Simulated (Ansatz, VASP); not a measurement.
## NaVSe3: VASP beside Ansatz

Wanted: the spread between two codes on one cell, functional and k mesh. The cell is generated by rule, not measured, and may not be a known phase. The cell is taken from a series of runs on this material, whose earlier steps may have relaxed, scaled, displaced or heated it; both programs get it as it stands.

Calculated with Ansatz 0.2.0; plane waves, with VASP 6.6.1 beside it; zone-centre phonons at PBE.

The structure was built from a prototype and need not be the compound's stable phase.

## Step 1: Starting point

It takes space group P4mm (No. 99, tetragonal). The conventional cell has a = 4.585 Å, b = 4.585 Å, c = 6.468 Å, α = 90.00°, β = 90.00°, γ = 90.00°. Nearest to Na lie 8 Se at 3.31 Å. Nearest to V lie 5 Se at 2.24 to 2.44 Å. Se has 2 V at 2.44 Å and 2 Na at 3.31 Å nearest. Se has 1 V at 2.24 Å and 4 Na at 3.31 Å nearest. Farther neighbours and most contacts between anions are not listed.

## Step 2: Ansatz: zone-centre phonons, PBE

Ansatz runs on its default PAW (the set named soft_2) files.

Second derivatives magnify differences that forces hide, and they need a tight electronic threshold.

input.yaml

```yaml
crystal:
  lattice:
    - [4.5854978898, 0.0, 0.0]
    - [0.0, 6.4681339403, 0.0]
    - [0.0, 0.0, 4.5854978898]
  atoms:
    - { symbol: Na, position: [0.0, 0.1214154959, 0.0] }
    - { symbol: V, position: [0.5, 0.3613716918, 0.5] }
    - { symbol: Se, position: [0.5, 0.4896137512, 0.0] }
    - { symbol: Se, position: [0.5, 0.0156242567, 0.5] }
    - { symbol: Se, position: [0.0, 0.4896137512, 0.5] }
kpoints:
  mp_grid: { grid: [6, 6, 6] }
hamiltonian:
  xc: pbe
scf:
  occupations: { method: methfessel_paxton, width: 0.15 }
output:
  eigenvalues: true
phonons:
  method: dfpt
```

Run with:

```console
ansatz run input.yaml --threads 8 --pin off --max-ram 14336MiB --backend cpu --events-out ev --progress --plain --runs-dir out
```

Numbers of over 12 decimals in the logs are rounded to 6 here.

Output:

```text
zone centre: on kpoints.mp_grid the ground state, and the responses unless they are solved on pairs of k-points, stand on 64 of the mesh's 216 k-points, reduced under 4 symmetry operations, with k and −k counted as one. Each operation leaves every solved displacement unchanged or reverses it
Engine: ansatz 0.2.0, aarch64-unknown-linux-gnu
Pseudopotentials: kind: paw
Pseudopotential: Na, paw, valence charge 9, recommended cutoff 420 eV (normal), Na.paw.azcp
Pseudopotential: V, paw, valence charge 13, recommended cutoff 420 eV (normal), V.paw.azcp
Pseudopotential: Se, paw, valence charge 16, recommended cutoff 420 eV (normal), Se.paw.azcp
Functional definition: PBE
  parameter kappa = 0.804
  parameter beta = 0.066725
  exchange = pbe_x(kappa = kappa, mu = beta*pi^2/3)
  correlation = pbe_c(beta = beta)
Crystal: 5 atoms, lattice volume = 136.004 Å³
Basis set: ecut = 420 eV, 2701 PW (Γ), exchange–correlation on 64×90×64 points (8 copies of the dense FFT grid, shifted against one another)
Bands: 42, of which v1, the nominal top of the filled ones, is band 35 counted from 1 (34 counted from 0)
Symmetry: 8 space group operations
k-points: 64 of 216 (irreducible under 4 space group operations, time reversal used)
Non-local potential: Na, projectors of the file, l = 0: 3, l = 1: 2, l = 2: 1
Non-local potential: V, projectors of the file, l = 0: 3, l = 1: 2, l = 2: 3, l = 3: 1
Non-local potential: Se, projectors of the file, l = 0: 2, l = 1: 2, l = 2: 3, l = 3: 1
PAW form: soft (Blöchl's): semilocal exchange-correlation on the pseudo side does not see the compensation charge
PAW one-centre angular grid: Na, 110 points (default); XC on 64 Gauss nodes
PAW one-centre angular grid: V, 590 points (default); XC on 64 Gauss nodes
PAW one-centre angular grid: Se, 590 points (default); XC on 64 Gauss nodes
Initial density: superposition of atomic densities (neutral atoms: chi_scale 0, normalization atom), corrected by the library's trained network
Initial wavefunctions: pseudopotential atomic-orbital guess
Functional: x = pbe(κ = 0.804, μ = 0.219515), c = pbe(β = 0.066725)
SCF iter   1: F=—  HF=-20808.941892 eV  |F-HF|=—  |Δ(HF+E_count)|=         —  Δρ=3.66e-3  dr2=1.49e-2  ethr=1.77e-3  ⟨swp⟩=5.9  Hψ=9536  notcnv=0
preconditioner: auto → LDOS  [metal: Δε(μ)=0.024 eV  Ē_g=7.425 eV  σ=0.150 eV  W_gap=0.14  n_scr=36 (ndim 8)  ℏωp=15.6 eV  f_vac=0.177  D(μ)=8.14/eV (n_scr^D=90)  β→1.0]
SCF iter   2: F=—  HF=-20808.944020 eV  |F-HF|=—  |Δ(HF+E_count)|=   2.13e-3  S|Δr|=    0.00e0  Δρ=3.61e-3  dr2=7.69e-3  ethr=2.13e-5  ⟨swp⟩=2.0  Hψ=5459  notcnv=0
SCF iter   3: F=—  HF=-20808.941347 eV  |F-HF|=—  |Δ(HF+E_count)|=   2.67e-3  S|Δr|=    0.00e0  Δρ=5.17e-4  dr2=4.46e-4  ethr=1.10e-5  ⟨swp⟩=2.0  Hψ=4739  notcnv=0
SCF iter   4: F=—  HF=-20808.941386 eV  |F-HF|=—  |Δ(HF+E_count)|=   3.91e-5  S|Δr|=    0.00e0  Δρ=8.12e-5  dr2=1.69e-5  ethr=6.37e-7  ⟨swp⟩=2.0  Hψ=3128  notcnv=0
SCF iter   5: F=—  HF=-20808.941390 eV  |F-HF|=—  |Δ(HF+E_count)|=   4.56e-6  S|Δr|=    0.00e0  Δρ=6.38e-5  dr2=8.55e-6  ethr=2.41e-8  ⟨swp⟩=2.0  Hψ=4916  notcnv=0
SCF iter   6: F=—  HF=-20808.941386 eV  |F-HF|=—  |Δ(HF+E_count)|=   4.70e-6  S|Δr|=    0.00e0  Δρ=1.70e-5  dr2=6.49e-7  ethr=1.22e-8  ⟨swp⟩=1.9  Hψ=2889  notcnv=0
SCF iter   7: F=—  HF=-20808.941383 eV  |F-HF|=—  |Δ(HF+E_count)|=   2.57e-6  S|Δr|=    0.00e0  Δρ=9.75e-6  dr2=1.95e-7  ethr=9.27e-10  ⟨swp⟩=2.0  Hψ=3275  notcnv=0
SCF iter   8: F=—  HF=-20808.941383 eV  |F-HF|=—  |Δ(HF+E_count)|=   1.09e-8  S|Δr|=    0.00e0  Δρ=3.70e-6  dr2=3.97e-8  ethr=2.79e-10  ⟨swp⟩=2.0  Hψ=3238  notcnv=0
SCF iter   9: F=—  HF=-20808.941383 eV  |F-HF|=—  |Δ(HF+E_count)|=   1.08e-9  S|Δr|=    0.00e0  Δρ=1.04e-6  dr2=3.42e-9  ethr=5.68e-11  ⟨swp⟩=1.6  Hψ=2771  notcnv=0
SCF iter  10: F=—  HF=-20808.941383 eV  |F-HF|=—  |Δ(HF+E_count)|=  1.46e-10  S|Δr|=    0.00e0  Δρ=2.99e-7  dr2=9.39e-11  ethr=4.88e-12  ⟨swp⟩=2.2  Hψ=3301  notcnv=0
SCF iter  11: F=—  HF=-20808.941383 eV  |F-HF|=—  |Δ(HF+E_count)|=  4.37e-11  S|Δr|=    0.00e0  Δρ=1.43e-7  dr2=4.35e-11  ethr=1.00e-12  ⟨swp⟩=2.1  Hψ=3072  notcnv=0
SCF iter  12: F=—  HF=-20808.941383 eV  |F-HF|=—  |Δ(HF+E_count)|=  7.28e-12  S|Δr|=    0.00e0  Δρ=7.80e-8  dr2=1.11e-11  ethr=1.00e-12  ⟨swp⟩=1.0  Hψ=2662  notcnv=0
SCF iter  13: F=-20808.941383 eV  HF=-20808.941383 eV  |F-HF|=7.28e-12  |Δ(HF+E_count)|=    0.00e0  S|Δr|=    0.00e0  Δρ=2.37e-8  dr2=1.01e-12  ethr=1.00e-12  ⟨swp⟩=5.9  Hψ=10363  notcnv=0
SCF 1 converged in 13 iterations: F = -20808.941383 eV  dr2 = 1.01e-12
  greatest PAW one-centre occupation: 1.000 electrons in one spin orbital (limit 2), on the Se atom at site 4 (counted from 0), in its partial waves of l = 2
DFPT response loops at Γ: preconditioner auto → none (partly filled bands, converged f_vac=0.175); β = 0.50; Broyden in place of MSR1
SCF converged after 13 iterations
Stability not checked: this state was not tested for a lower state beside it, because cold or Methfessel-Paxton smearing, or corrected tetrahedra, fill the levels in a way that the test cannot read (fill_not_monotonic; see scf.lower_state_search)
Free energy (F): -20808.941383 eV
Harris-Foulkes:  -20808.941383 eV  (|F-HF|=7.28e-12)
Internal energy: -20808.925470 eV  (E = F + TS)
E sigma→0 (E₀):  -20808.937405 eV
Entropy (-TS):   -0.015913 eV (-3.183 meV/atom)
Fermi energy:    6.118750 eV
--- Per-component energies (eV) ---
  E_band       = -1747.976911
  E_kinetic    = 810.808752
  E_local      = -11808.815343  (includes V_loc(G=0)·N_el)
  E_nonlocal   = -1718.137000
  E_hartree    = 5528.234934
  E_xc         = -480.956927
  E_vxc        = -508.348115  (∫ρ·V_xc dr)
  E_paw        = -7109.273280  (= ΣΔE_a)
  E_vpaw       = 420.046435  (= ΣTr[D̂ρ^β])
  E_aug_tail   = -0.001532  (compensation charges beyond the density's cutoff)
  E_ewald      = -6030.785075
  E_smearing   = -0.015913  (= −TS)
  E_closure    = 0.000000  (closes the sum)
  Σ components = -20808.941383   (vs F -20808.941383, Δ=0.00e0)
--- Band table (eV; the first three rows and the last of 64) ---
  k-point 0: bands = [... 31 lower, 3.7263, 3.9903, 5.3170, 5.6325, 5.6325, 7.5691, 7.5691, 7.7703, ... 3 higher]
  k-point 1: bands = [... 31 lower, 3.7290, 4.0995, 4.6107, 5.3097, 6.2112, 6.6139, 7.5380, 7.8561, ... 3 higher]
  k-point 2: bands = [... 31 lower, 3.5692, 3.9702, 4.0880, 4.4351, 6.1867, 6.6862, 7.2388, 7.4569, ... 3 higher]
  k-point 63: bands = [... 31 lower, 3.1749, 4.9323, 4.9323, 6.1582, 6.1582, 6.4269, 6.6350, 7.2395, ... 3 higher]
--- Phonons (Γ-DFPT): 9 representative perturbations + reference, on 64 of 216 k-points (Σ response iterations 29) ---
  k mesh reduced under 4 symmetry operations, with k and −k counted as one. Each operation leaves every solved displacement unchanged or reverses it
  ASR residual: 5.476e-5 → 0.000e0 eV/Å²; symmetrization residual: 5.464e-6 eV/Å²
  ASR residual per site (eV/Å²): 5.48e-5 3.91e-5 1.83e-5 7.36e-6 1.83e-5
  Γ frequencies (cm⁻¹): -89.86 -89.86 0.00 0.00 0.00 80.27 81.18 88.17 88.17 88.96 88.96 143.33 237.56 237.56 372.76
  non-analytic LO–TO correction: not included (Born effective charges unavailable; polar crystals: no LO–TO splitting at Γ)
```

Reading the cycles: dr2 is the Hartree energy of the density residual (eV), the measure of convergence; HF is the Harris–Foulkes estimate of the energy, which meets the free energy F at convergence.

## Step 3: VASP: zone-centre phonons, PBE

The same cell, functional, mesh and smearing now go to VASP, with its own data sets.

Lines of VASP's logs that name or quote its potential files are left out, and so is its time.

INCAR

```
SYSTEM = NaVSe3
PREC = Accurate
ENCUT = 500
EDIFF = 1E-08
NELM = 120
ISMEAR = 1
SIGMA = 0.15
LREAL = .FALSE.
ALGO = Normal
GGA = PE
NBANDS = 25
LASPH = .TRUE.
LORBIT = 11
LWAVE = .FALSE.
LCHARG = .FALSE.
ISIF = 2
IBRION = 8
GGA_COMPAT = .FALSE.
KPAR = 2
```

POSCAR

```
NaVSe3
1.0
    4.5854978898      0.0000000000      0.0000000000
    0.0000000000      6.4681339403      0.0000000000
    0.0000000000      0.0000000000      4.5854978898
Na V Se
1 1 3
Direct
    0.0000000000      0.1214154959      0.0000000000
    0.5000000000      0.3613716918      0.5000000000
    0.5000000000      0.4896137512      0.0000000000
    0.5000000000      0.0156242567      0.5000000000
    0.0000000000      0.4896137512      0.5000000000
```

KPOINTS

```
Automatic mesh
0
Gamma
6 6 6
0 0 0
```

The projector-augmented-wave data sets are Na_pv, V_sv and Se (PBE family, release 64).

Run with:

```console
mpirun -np 2 vasp_std
```

Output:

```text
[banner, memory and clock lines left out]
running    2 mpi-ranks, on    1 nodes
 distrk:  each k-point on    1 cores,    2 groups
 distr:  one band on    1 cores,    1 groups

 POSCAR found type information on POSCAR NaV Se
 POSCAR found :  3 types and       5 ions
 LDA part: xc-table for (Slater+PW92), standard interpolation
 POSCAR, INCAR and KPOINTS ok, starting setup
 FFT: planning ... GRIDC
 FFT: planning ... GRID_SOFT
 FFT: planning ... GRID
 WAVECAR not read
 entering main loop
       N       E                     dE             d eps       ncg     rms          rms(c)
DAV:   1     0.353076301031E+03    0.35308E+03   -0.19004E+04  2304   0.140E+03
DAV:   2     0.104133596832E+02   -0.34266E+03   -0.33424E+03  2069   0.372E+02
DAV:   3    -0.265942006573E+02   -0.37008E+02   -0.36203E+02  2494   0.113E+02
DAV:   4    -0.279452662140E+02   -0.13511E+01   -0.13434E+01  2207   0.215E+01
DAV:   5    -0.279702943795E+02   -0.25028E-01   -0.24994E-01  2582   0.325E+00    0.213E+01
DAV:   6    -0.423172875267E+02   -0.14347E+02   -0.20840E+02  2265   0.575E+01    0.429E+01
DAV:   7    -0.242436510064E+02    0.18074E+02   -0.57628E+01  2168   0.717E+01    0.102E+01
DAV:   8    -0.237745417457E+02    0.46911E+00   -0.66502E+00  2065   0.125E+01    0.200E+00
DAV:   9    -0.237053785886E+02    0.69163E-01   -0.22713E-01  2368   0.278E+00    0.124E+00
DAV:  10    -0.236884913035E+02    0.16887E-01   -0.95865E-02  2108   0.189E+00    0.779E-01
DAV:  11    -0.236881590138E+02    0.33229E-03   -0.29946E-02  2174   0.104E+00    0.435E-01
DAV:  12    -0.236875721921E+02    0.58682E-03   -0.16500E-02  2087   0.901E-01    0.312E-01
DAV:  13    -0.236874589564E+02    0.11324E-03   -0.18990E-03  2092   0.285E-01    0.924E-02
DAV:  14    -0.236874961305E+02   -0.37174E-04   -0.24204E-04  2179   0.864E-02    0.289E-02
DAV:  15    -0.236875073188E+02   -0.11188E-04   -0.36181E-05  2292   0.285E-02    0.165E-02
DAV:  16    -0.236875169038E+02   -0.95851E-05   -0.13422E-05  2017   0.225E-02    0.571E-03
DAV:  17    -0.236875194451E+02   -0.25412E-05   -0.45036E-06  2142   0.105E-02    0.198E-03
DAV:  18    -0.236875195204E+02   -0.75313E-07   -0.27683E-07  2376   0.349E-03    0.118E-03
DAV:  19    -0.236875195054E+02    0.14971E-07   -0.85888E-08  1746   0.154E-03    0.648E-04
DAV:  20    -0.236875195241E+02   -0.18664E-07   -0.16141E-08  1426   0.937E-04    0.129E-04
DAV:  21    -0.236875195370E+02   -0.12986E-07   -0.32541E-09  1126   0.319E-04    0.130E-04
DAV:  22    -0.236875195355E+02    0.15348E-08   -0.10858E-09  1019   0.232E-04
   1 F= -.23687520E+02 E0= -.23682224E+02  d E =-.158878E-01
 Linear response reoptimize wavefunctions to high precision
DAV:   1    -0.236875195353E+02    0.21600E-09   -0.14076E-10  1049   0.807E-05
DAV:   2    -0.236875195353E+02    0.13188E-10   -0.31988E-11  1009   0.389E-05
 Linear response DOF=           9
 Linear response progress:
  Degree of freedom:   1/  9
       N       E                     dE             d eps       ncg     rms          rms(c)
RMM:   1    -0.158358532734E+00   -0.15836E+00   -0.38545E-01  4427   0.376E+00
RMM:   2    -0.161895947571E+00   -0.35374E-02   -0.23871E-02  5953   0.590E-01    0.192E-02
RMM:   3    -0.162085663830E+00   -0.18972E-03   -0.13153E-03  6376   0.136E-01    0.920E-03
RMM:   4    -0.162133952798E+00   -0.48289E-04   -0.25879E-04  7307   0.605E-02    0.341E-03
RMM:   5    -0.162139775422E+00   -0.58226E-05   -0.30924E-06  7576   0.999E-03    0.205E-03
RMM:   6    -0.162141947993E+00   -0.21726E-05   -0.48245E-07  6728   0.445E-03    0.244E-03
RMM:   7    -0.162145282773E+00   -0.33348E-05   -0.17756E-07  6731   0.258E-03    0.231E-04
RMM:   8    -0.162145501918E+00   -0.21914E-06   -0.64296E-08  7793   0.946E-04    0.120E-04
RMM:   9    -0.162145272135E+00    0.22978E-06   -0.24498E-08  8211   0.434E-04    0.555E-05
RMM:  10    -0.162145159687E+00    0.11245E-06   -0.10545E-08  7220   0.280E-04    0.206E-05
RMM:  11    -0.162145126490E+00    0.33197E-07   -0.12432E-09  8195   0.133E-04    0.663E-06
RMM:  12    -0.162145087309E+00    0.39181E-07    0.37237E-09  8000   0.775E-05    0.390E-06
RMM:  13    -0.162145082083E+00    0.52256E-08    0.32794E-09  8171   0.473E-05    0.118E-06
 first order change of Fermi-energy   0.17726E-04
 force on displaced ion       1 direction 1 :  -0.609  -0.000   0.000
 Linear response progress:
  Degree of freedom:   2/  9
       N       E                     dE             d eps       ncg     rms          rms(c)
RMM:   1    -0.159081708387E+00   -0.15908E+00   -0.40969E-01  2303   0.344E+00
RMM:   2    -0.162539435416E+00   -0.34577E-02   -0.24403E-02  3078   0.584E-01    0.293E-02
RMM:   3    -0.162786041501E+00   -0.24661E-03   -0.21265E-03  3207   0.173E-01    0.108E-02
RMM:   4    -0.162820766693E+00   -0.34725E-04   -0.36692E-04  3285   0.754E-02    0.116E-02
RMM:   5    -0.162820268676E+00    0.49802E-06   -0.83266E-06  3010   0.195E-02    0.882E-03
[...]
RMM:  16    -0.101414215322E+01   -0.45903E-07    0.21381E-07  7598   0.631E-05    0.701E-07
RMM:  17    -0.101414217169E+01   -0.18472E-07    0.14448E-07  6518   0.442E-05    0.904E-07
RMM:  18    -0.101414216434E+01    0.73541E-08    0.87793E-08  4623   0.322E-05    0.244E-06
 first order change of Fermi-energy   0.16029E-03
 force on displaced ion       2 direction 1 :  -3.694   0.007   0.000
 Linear response progress:
[...]
RMM:   8    -0.859107349446E-01   -0.41165E-05   -0.55148E-07  7072   0.897E-04    0.292E-04
RMM:   9    -0.859108755679E-01   -0.14062E-06    0.10534E-07  7093   0.358E-04    0.460E-05
RMM:  10    -0.859111820768E-01   -0.30651E-06    0.10381E-07  7519   0.141E-04    0.203E-05
RMM:  11    -0.859111200899E-01    0.61987E-07    0.32570E-08  7643   0.447E-05    0.626E-06
RMM:  12    -0.859111215758E-01   -0.14859E-08   -0.12362E-08  7248   0.219E-05    0.196E-06
 first order change of Fermi-energy  -0.57155E-03
 force on displaced ion       3 direction 1 :  -0.246   0.006   0.000
 Linear response progress:
  Degree of freedom:   6/  9
       N       E                     dE             d eps       ncg     rms          rms(c)
RMM:   1    -0.961284724584E-01   -0.96128E-01    0.46553E-02  6748   0.109E+00
RMM:   2    -0.932430061168E-01    0.28855E-02   -0.55048E-03  5561   0.291E-01    0.107E-01
RMM:   3    -0.935162925651E-01   -0.27329E-03   -0.37701E-04  5281   0.962E-02    0.114E-01
RMM:   4    -0.935284385127E-01   -0.12146E-04   -0.18049E-04  4868   0.803E-02    0.551E-02
RMM:   5    -0.936372357439E-01   -0.10880E-03   -0.27195E-05  5130   0.320E-02    0.179E-02
RMM:   6    -0.936999021554E-01   -0.62666E-04   -0.63028E-06  5725   0.138E-02    0.380E-03
RMM:   7    -0.936974719519E-01    0.24302E-05   -0.10592E-06  5967   0.423E-03    0.194E-03
RMM:   8    -0.936986146943E-01   -0.11427E-05   -0.40504E-08  5536   0.174E-03    0.496E-04
RMM:   9    -0.936989264553E-01   -0.31176E-06   -0.17788E-07  5961   0.606E-04    0.184E-04
RMM:  10    -0.936989815053E-01   -0.55050E-07    0.43727E-09  5514   0.281E-04    0.556E-05
RMM:  11    -0.936990969701E-01   -0.11546E-06    0.11846E-07  5757   0.124E-04    0.215E-05
RMM:  12    -0.936990573305E-01    0.39640E-07    0.12915E-08  5640   0.628E-05    0.735E-06
RMM:  13    -0.936990848460E-01   -0.27515E-07   -0.40928E-08  6230   0.231E-05    0.352E-06
RMM:  14    -0.936990893412E-01   -0.44952E-08    0.56113E-10  5368   0.143E-05    0.132E-06
 first order change of Fermi-energy   0.19616E+00
 force on displaced ion       3 direction 2 :   0.000  -2.448   0.000
 Linear response progress:
  Degree of freedom:   7/  9
       N       E                     dE             d eps       ncg     rms          rms(c)
RMM:   1    -0.937945767305E-01   -0.93795E-01    0.58378E-02  8348   0.149E+00
RMM:   2    -0.889088418522E-01    0.48857E-02   -0.69241E-03  6541   0.379E-01    0.144E-01
RMM:   3    -0.892444199036E-01   -0.33558E-03   -0.82475E-04  7072   0.125E-01    0.753E-02
RMM:   4    -0.897252513981E-01   -0.48083E-03   -0.22702E-04  6645   0.695E-02    0.186E-02
RMM:   5    -0.897705417422E-01   -0.45290E-04   -0.20831E-05  6679   0.307E-02    0.246E-02
RMM:   6    -0.897738410726E-01   -0.32993E-05   -0.69752E-06  6095   0.191E-02    0.444E-03
RMM:   7    -0.897737934028E-01    0.47670E-07   -0.11508E-06  7958   0.590E-03    0.271E-03
RMM:   8    -0.897791745109E-01   -0.53811E-05    0.35873E-08  7031   0.194E-03    0.576E-04
RMM:   9    -0.897804611160E-01   -0.12866E-05   -0.43229E-09  7531   0.733E-04    0.160E-04
RMM:  10    -0.897810485472E-01   -0.58743E-06   -0.31613E-08  7226   0.306E-04    0.494E-05
RMM:  11    -0.897810492706E-01   -0.72341E-09   -0.11088E-08  7865   0.102E-04    0.190E-05
 first order change of Fermi-energy   0.57770E-03
 force on displaced ion       3 direction 3 :   0.000   0.011  -9.442
 Linear response progress:
  Degree of freedom:   8/  9
       N       E                     dE             d eps       ncg     rms          rms(c)
RMM:   1    -0.887990929838E-01   -0.88799E-01    0.47476E-02  8358   0.991E-01
RMM:   2    -0.867034378521E-01    0.20957E-02   -0.50008E-03  6680   0.284E-01    0.540E-02
RMM:   3    -0.869887640810E-01   -0.28533E-03   -0.33212E-04  7180   0.699E-02    0.312E-02
RMM:   4    -0.872720475682E-01   -0.28328E-03   -0.64519E-05  6937   0.346E-02    0.866E-03
RMM:   5    -0.873070912679E-01   -0.35044E-04   -0.48396E-06  6999   0.136E-02    0.658E-03
RMM:   6    -0.873067608710E-01    0.33040E-06   -0.71591E-07  6732   0.591E-03    0.295E-03
RMM:   7    -0.873045126322E-01    0.22482E-05   -0.12265E-07  7348   0.204E-03    0.195E-03
RMM:   8    -0.873045178208E-01   -0.51886E-08   -0.10397E-07  6413   0.149E-03    0.304E-04
RMM:   9    -0.873041821666E-01    0.33565E-06    0.70729E-08  7493   0.484E-04    0.923E-05
RMM:  10    -0.873045962368E-01   -0.41407E-06    0.94252E-09  6732   0.213E-04    0.345E-05
RMM:  11    -0.873044313548E-01    0.16488E-06    0.30953E-08  7428   0.847E-05    0.236E-05
RMM:  12    -0.873044734525E-01   -0.42098E-07   -0.55222E-08  7532   0.333E-05    0.658E-06
RMM:  13    -0.873045068650E-01   -0.33413E-07   -0.11979E-08  7606   0.137E-05    0.241E-06
RMM:  14    -0.873045034713E-01    0.33937E-08    0.31621E-09  6832   0.715E-06    0.633E-07
 first order change of Fermi-energy   0.20088E-03
 force on displaced ion       4 direction 1 :  -1.334   0.001   0.000
 Linear response progress:
  Degree of freedom:   9/  9
       N       E                     dE             d eps       ncg     rms          rms(c)
RMM:   1    -0.101296864794E+00   -0.10130E+00    0.34083E-02  4133   0.153E+00
RMM:   2    -0.960078266729E-01    0.52890E-02   -0.67140E-03  3361   0.371E-01    0.309E-01
RMM:   3    -0.100322867356E+00   -0.43150E-02   -0.84765E-03  3290   0.529E-01    0.769E-01
RMM:   4    -0.954583098993E-01    0.48646E-02   -0.39527E-03  3073   0.421E-01    0.136E-01
RMM:   5    -0.955794768492E-01   -0.12117E-03   -0.30749E-04  3328   0.877E-02    0.696E-02
RMM:   6    -0.957245713225E-01   -0.14509E-03   -0.47776E-05  3301   0.434E-02    0.102E-02
RMM:   7    -0.957185613148E-01    0.60100E-05   -0.47815E-06  3624   0.145E-02    0.362E-03
RMM:   8    -0.957183441747E-01    0.21714E-06   -0.54063E-07  3619   0.455E-03    0.123E-03
RMM:   9    -0.957187183872E-01   -0.37421E-06   -0.83882E-08  3649   0.156E-03    0.470E-04
RMM:  10    -0.957201300385E-01   -0.14117E-05   -0.73960E-08  3300   0.896E-04    0.194E-04
RMM:  11    -0.957196560759E-01    0.47396E-06    0.44930E-09  3438   0.334E-04    0.450E-05
RMM:  12    -0.957195097446E-01    0.14633E-06   -0.16751E-08  3695   0.119E-04    0.219E-05
RMM:  13    -0.957194679054E-01    0.41839E-07   -0.65870E-08  3352   0.481E-05    0.109E-05
RMM:  14    -0.957194610429E-01    0.68624E-08    0.83442E-09  3625   0.233E-05    0.259E-06
 first order change of Fermi-energy   0.12483E+01
 force on displaced ion       4 direction 2 :   0.000 -15.995  -0.000
 Linear response finished
```

(Part 1 of 2 ends here.)

[Lines on the potential files, build, host, timing and source positions are cut from VASP's logs without a mark.]

[Logs are printed without paths, hosts, clocks, repeated set-up lines and the standing remarks that a program may print on its own settings, such as how far it seeks lower states.]

[Hosts, paths, dates, database ids (printed as entryN), source tags and the programs' standing remarks are cut or masked in the printed files.]
